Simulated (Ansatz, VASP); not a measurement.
# Al2O3 (Corundum) in two plane-wave programs, part 3 of 3

Wanted: the spread between two codes on one cell, functional and k mesh. The cell is taken from a series of runs on this material, whose earlier steps may have relaxed, scaled, displaced or heated it; both programs get it as it stands.

VASP 6.6.1 and Ansatz 0.2.0.

So far: The structure; Ansatz: zone-centre phonons, LDA; VASP: zone-centre phonons, LDA.

**3. VASP: zone-centre phonons, LDA (continued)**

Level of this step: LDA; plane waves and PAW (O, Al) (VASP).

Numbers of over 12 decimals in the logs are rounded to 6 here.

From OUTCAR (step 3):

```text
ion  position               nearest neighbor table
   1  0.556  0.944  0.250-   9 1.86  10 1.86   7 1.97   8 1.97
   2  0.250  0.556  0.944-  10 1.86   9 1.86   7 1.97   8 1.97
   3  0.944  0.250  0.556-   9 1.86  10 1.86   8 1.97   7 1.97
   4  0.444  0.056  0.750-   7 1.86   8 1.86   9 1.97  10 1.97
   5  0.750  0.444  0.056-   8 1.86   7 1.86   9 1.97  10 1.97
   6  0.056  0.750  0.444-   7 1.86   8 1.86  10 1.97   9 1.97
   7  0.352  0.352  0.352-   6 1.86   4 1.86   5 1.86   1 1.97   2 1.97   3 1.97   8 2.65   9 2.79
                             9 2.79   9 2.79   8 3.22   8 3.22   8 3.22
   8  0.148  0.148  0.148-   5 1.86   4 1.86   6 1.86   1 1.97   3 1.97   2 1.97   7 2.65  10 2.79
                            10 2.79  10 2.79   7 3.22   7 3.22   7 3.22
   9  0.648  0.648  0.648-   3 1.86   1 1.86   2 1.86   4 1.97   5 1.97   6 1.97  10 2.65   7 2.79
                             7 2.79   7 2.79  10 3.22  10 3.22  10 3.22
  10  0.852  0.852  0.852-   2 1.86   1 1.86   3 1.86   4 1.97   6 1.97   5 1.97   9 2.65   8 2.79
                             8 2.79   8 2.79   9 3.22   9 3.22   9 3.22

  LATTYP: Found a trigonal (rhomboedric) cell.
 ALAT       =     5.1257166110
 COS(alpha) =     0.5689987935

 Subroutine GETGRP returns: Found 12 space group operations
 (whereof  6 operations were pure point group operations)

The static configuration has the point symmetry S_6 .
 The point group associated with its full space group is D_3d.

 Found     32 irreducible k-points:

   k-points           NKPTS =     32   k-points in BZ     NKDIM =     32   number of bands    NBANDS=     34

   dimension x,y,z NGX =    42 NGY =   42 NGZ =   42
   dimension x,y,z NGXF=    84 NGYF=   84 NGZF=   84

   ENCUT  =  600.0 eV  44.10 Ry    6.64 a.u.  10.24 10.24 10.24*2*pi/ulx,y,z

   NELECT =      48.0000    total number of electrons

 k-points in reciprocal lattice and weights: Automatic mesh
   0.00000000  0.00000000  0.00000000       0.005
   0.16666667 -0.00000000  0.00000000       0.028
   0.33333333 -0.00000000 -0.00000000       0.028
   0.50000000 -0.00000000  0.00000000       0.014
   0.16666667  0.16666667  0.00000000       0.028
   0.33333333  0.16666667  0.00000000       0.056
   0.50000000  0.16666667 -0.00000000       0.056
  -0.33333333  0.16666667  0.00000000       0.056
  -0.16666667  0.16666667  0.00000000       0.028
[...]
-0.33333333  0.50000000  0.33333333       0.028
   0.50000000  0.50000000  0.50000000       0.005

 average (electrostatic) potential at core
       1 -68.2171       2 -68.2171       3 -68.2171       4 -68.2171       5 -68.2171
       6 -68.2171       7 -69.6943       8 -69.6943       9 -69.6943      10 -69.6943

   2 f  =   21.999596 THz   138.227537 2PiTHz  733.827524 cm-1    90.982976 meV
             X         Y         Z           dx          dy          dz
     -0.925073  1.373783  7.572436    -0.185123    0.000003   -0.000002
     -0.727195 -1.488028  7.572436     0.261751    0.258002    0.292128
      1.652268  0.114245  7.572436     0.261747   -0.258002   -0.292126
      0.925073 -1.373783  5.408883     0.185123   -0.000003    0.000002
      0.727195  1.488028  5.408883    -0.261751   -0.258002   -0.292128
     -1.652268 -0.114245  5.408883    -0.261747    0.258002    0.292126
      0.000000  0.000000  4.569583     0.070990    0.086079    0.000000
      0.000000  0.000000  1.921077     0.070991   -0.086078   -0.000000
      0.000000  0.000000  8.411736    -0.070990   -0.086079   -0.000000
      0.000000  0.000000 11.060242    -0.070991    0.086078    0.000000

   3 f  =   21.999596 THz   138.227537 2PiTHz  733.827524 cm-1    90.982976 meV
             X         Y         Z           dx          dy          dz
     -0.925073  1.373783  7.572436    -0.000001   -0.410706    0.337319
     -0.727195 -1.488028  7.572436    -0.258000    0.036168   -0.168657
      1.652268  0.114245  7.572436     0.258004    0.036164   -0.168661
      0.925073 -1.373783  5.408883     0.000001    0.410706   -0.337319
      0.727195  1.488028  5.408883     0.258000   -0.036168    0.168657
     -1.652268 -0.114245  5.408883    -0.258004   -0.036164    0.168661
      0.000000  0.000000  4.569583     0.086079   -0.070990    0.000000
      0.000000  0.000000  1.921077    -0.086078   -0.070991    0.000000
      0.000000  0.000000  8.411736    -0.086079    0.070990   -0.000000
      0.000000  0.000000 11.060242     0.086078    0.070991   -0.000000

   4 f  =   20.338112 THz   127.788129 2PiTHz  678.406407 cm-1    84.111637 meV
             X         Y         Z           dx          dy          dz
     -0.925073  1.373783  7.572436     0.376183   -0.000000    0.000000
     -0.727195 -1.488028  7.572436    -0.188091    0.325784    0.000000
      1.652268  0.114245  7.572436    -0.188091   -0.325784   -0.000000
      0.925073 -1.373783  5.408883     0.376183    0.000000   -0.000000
      0.727195  1.488028  5.408883    -0.188091    0.325784    0.000000
     -1.652268 -0.114245  5.408883    -0.188091   -0.325784   -0.000000
      0.000000  0.000000  4.569583    -0.000000   -0.000000   -0.194242
      0.000000  0.000000  1.921077    -0.000000    0.000000    0.194242
      0.000000  0.000000  8.411736    -0.000000   -0.000000   -0.194242
      0.000000  0.000000 11.060242    -0.000000    0.000000    0.194242

   5 f  =   18.866340 THz   118.540709 2PiTHz  629.313357 cm-1    78.024877 meV
             X         Y         Z           dx          dy          dz
     -0.925073  1.373783  7.572436     0.401951    0.000000    0.000000
     -0.727195 -1.488028  7.572436    -0.200976    0.348100   -0.000000
      1.652268  0.114245  7.572436    -0.200976   -0.348100    0.000000
      0.925073 -1.373783  5.408883    -0.401951   -0.000000   -0.000000
      0.727195  1.488028  5.408883     0.200976   -0.348100    0.000000
     -1.652268 -0.114245  5.408883     0.200976    0.348100   -0.000000
      0.000000  0.000000  4.569583    -0.000000   -0.000000    0.087481
      0.000000  0.000000  1.921077    -0.000000    0.000000   -0.087481
      0.000000  0.000000  8.411736     0.000000    0.000000   -0.087481
      0.000000  0.000000 11.060242     0.000000   -0.000000    0.087481

   6 f  =   18.545462 THz   116.524577 2PiTHz  618.610040 cm-1    76.697835 meV
             X         Y         Z           dx          dy          dz
     -0.925073  1.373783  7.572436    -0.300722    0.000066   -0.000005
     -0.727195 -1.488028  7.572436     0.273410    0.331432    0.032308
      1.652268  0.114245  7.572436     0.273316   -0.331463   -0.032303
      0.925073 -1.373783  5.408883    -0.300722    0.000066   -0.000005
      0.727195  1.488028  5.408883     0.273410    0.331432    0.032308
     -1.652268 -0.114245  5.408883     0.273316   -0.331463   -0.032303
      0.000000  0.000000  4.569583    -0.094689   -0.100938    0.000000
      0.000000  0.000000  1.921077    -0.094718    0.100912   -0.000000
      0.000000  0.000000  8.411736    -0.094689   -0.100938    0.000000
      0.000000  0.000000 11.060242    -0.094718    0.100912   -0.000000

   7 f  =   18.545462 THz   116.524577 2PiTHz  618.610040 cm-1    76.697835 meV
             X         Y         Z           dx          dy          dz
     -0.925073  1.373783  7.572436    -0.000042   -0.464724    0.037303
     -0.727195 -1.488028  7.572436    -0.331409    0.109407   -0.018647
      1.652268  0.114245  7.572436     0.331487    0.109313   -0.018656
      0.925073 -1.373783  5.408883    -0.000042   -0.464724    0.037303
      0.727195  1.488028  5.408883    -0.331409    0.109407   -0.018647
     -1.652268 -0.114245  5.408883     0.331487    0.109313   -0.018656
      0.000000  0.000000  4.569583    -0.100938    0.094689   -0.000000
      0.000000  0.000000  1.921077     0.100912    0.094718   -0.000000
      0.000000  0.000000  8.411736    -0.100938    0.094689   -0.000000
      0.000000  0.000000 11.060242     0.100912    0.094718   -0.000000

   8 f  =   17.734242 THz   111.427529 2PiTHz  591.550639 cm-1    73.342899 meV
             X         Y         Z           dx          dy          dz
     -0.925073  1.373783  7.572436     0.158598    0.000000   -0.000000
     -0.727195 -1.488028  7.572436    -0.079299    0.137350   -0.000000
      1.652268  0.114245  7.572436    -0.079299   -0.137350    0.000000
      0.925073 -1.373783  5.408883     0.158598    0.000000   -0.000000
      0.727195  1.488028  5.408883    -0.079299    0.137350   -0.000000
     -1.652268 -0.114245  5.408883    -0.079299   -0.137350    0.000000
      0.000000  0.000000  4.569583     0.000000    0.000000    0.460728
      0.000000  0.000000  1.921077     0.000000   -0.000000   -0.460728
      0.000000  0.000000  8.411736     0.000000    0.000000    0.460728
      0.000000  0.000000 11.060242     0.000000   -0.000000   -0.460728

   9 f  =   17.126227 THz   107.607258 2PiTHz  571.269443 cm-1    70.828352 meV
             X         Y         Z           dx          dy          dz
     -0.925073  1.373783  7.572436    -0.000000    0.348361   -0.154840
     -0.727195 -1.488028  7.572436    -0.301689   -0.174180   -0.154840
      1.652268  0.114245  7.572436     0.301689   -0.174180   -0.154840
      0.925073 -1.373783  5.408883     0.000000    0.348361   -0.154840
      0.727195  1.488028  5.408883    -0.301689   -0.174180   -0.154840
     -1.652268 -0.114245  5.408883     0.301689   -0.174180   -0.154840
      0.000000  0.000000  4.569583    -0.000000    0.000000    0.178896
      0.000000  0.000000  1.921077     0.000000    0.000000    0.178896
      0.000000  0.000000  8.411736    -0.000000    0.000000    0.178896
      0.000000  0.000000 11.060242     0.000000    0.000000    0.178896
    [... 271 further lines ...]
      0.000000  0.000000  8.411736    -0.058773    0.358974    0.000000
      0.000000  0.000000 11.060242    -0.058796    0.358970    0.000000

 MACROSCOPIC STATIC DIELECTRIC TENSOR IONIC CONTRIBUTION
 ------------------------------------------------------
           6.229617    -0.000000    -0.000000
          -0.000000     6.229617     0.000000
          -0.000000     0.000000     8.231044
 ------------------------------------------------------

 ELASTIC MODULI CONTR FROM IONIC RELAXATION (kBar)
 Direction    XX          YY          ZZ          XY          YZ          ZX
 --------------------------------------------------------------------------------
 XX        -368.8389    159.6314    135.5439     -0.0000    120.6764      0.0000
 YY         159.6314   -368.8389    135.5439      0.0000   -120.6764     -0.0000
 ZZ         135.5439    135.5439   -203.4506     -0.0000     -0.0000      0.0000
 XY          -0.0000      0.0000     -0.0000   -264.2465      0.0000    119.7874
 YZ         120.6764   -120.6764     -0.0000      0.0000   -140.0372     -0.0000
 ZX           0.0000     -0.0000      0.0000    119.7874     -0.0000   -138.7933
 --------------------------------------------------------------------------------

 PIEZOELECTRIC TENSOR IONIC CONTR  for field in x, y, z        (C/m^2)
          XX          YY          ZZ          XY          YZ          ZX
  --------------------------------------------------------------------------------
  x     0.00000    -0.00000    -0.00000     0.00000    -0.00000    -0.00000
  y     0.00000    -0.00000    -0.00000     0.00000    -0.00000     0.00000
  z     0.00000    -0.00000    -0.00000    -0.00000     0.00000     0.00000
```

Energies printed during the response cycles are not total energies of the cell.

**4. Comparison**

Known differences besides the potentials themselves: fixed occupations in Ansatz, narrow Gaussian smearing in VASP; the cutoff is 420 eV in Ansatz and 600 eV in VASP; VASP's log shows a relativistic correction to its local exchange, Ansatz's none. Total energies have different zeros and are not compared.

The two programs side by side:

```csv
quantity,Ansatz,VASP,difference
ε∞ xx,3.27,3.25,+0.57 %
ε∞ yy,3.27,3.25,+0.57 %
ε∞ zz,3.23,3.21,+0.58 %
Born charge of O1 (mean of the diagonal) (e),-1.98,-1.96,-0.01
Born charge of Al7 (mean of the diagonal) (e),2.96,2.94,+0.02
optical mode 1 (cm⁻¹),299.2,303.6,-1.46 %
optical mode 2 to 3 (cm⁻¹),366.8,368.7,-0.53 %
optical mode 4 to 5 (cm⁻¹),376.2,379.2,-0.78 %
optical mode 6 (cm⁻¹),387.5,390.6,-0.78 %
optical mode 7 (cm⁻¹),408.5,411.9,-0.83 %
optical mode 8 to 9 (cm⁻¹),420.5,425.1,-1.08 %
optical mode 10 to 11 (cm⁻¹),427.0,430.9,-0.92 %
optical mode 12 to 13 (cm⁻¹),435.8,438.9,-0.72 %
optical mode 14 (cm⁻¹),515.4,517.8,-0.47 %
optical mode 15 to 16 (cm⁻¹),553.9,560.7,-1.22 %
optical mode 17 to 18 (cm⁻¹),562.1,565.0,-0.51 %
optical mode 19 (cm⁻¹),563.7,571.3,-1.32 %
optical mode 20 (cm⁻¹),590.0,591.6,-0.27 %
optical mode 21 to 22 (cm⁻¹),612.9,618.6,-0.93 %
optical mode 23 (cm⁻¹),624.2,629.3,-0.82 %
optical mode 24 (cm⁻¹),675.5,678.4,-0.42 %
optical mode 25 to 26 (cm⁻¹),727.0,733.8,-0.93 %
optical mode 27 (cm⁻¹),729.9,734.5,-0.62 %
```

Modes are paired by rising frequency, not by their patterns, so a pair may set unlike modes beside each other; they are those without the splitting of longitudinal modes.

**5. What came out**

```
r.m.s. difference of the optical zone-centre modes, each program's sorted by frequency (zone-centre phonons, LDA) : 4.5 cm⁻¹
difference in optical mode 1 (zone-centre phonons, LDA)                                                           : -1.5 %
```

What this shows: The r.m.s. difference of the optical zone-centre modes, each program's sorted by frequency is 4.5 cm⁻¹ (zone-centre phonons, LDA). Among the rows given in per cent, the largest difference of the zone-centre phonons, LDA pair is in optical mode 1, -1.5 %. How closely two codes agree says nothing of how well the functional describes the real material.

[Lines on the potential files, build, host, timing and source positions are cut from VASP's logs without a mark.]

[Logs are printed without paths, hosts, clocks, repeated set-up lines and the standing remarks that a program may print on its own settings, such as how far it seeks lower states.]

[Hosts, paths, dates, database ids (printed as entryN), source tags and the programs' standing remarks are cut or masked in the printed files.]
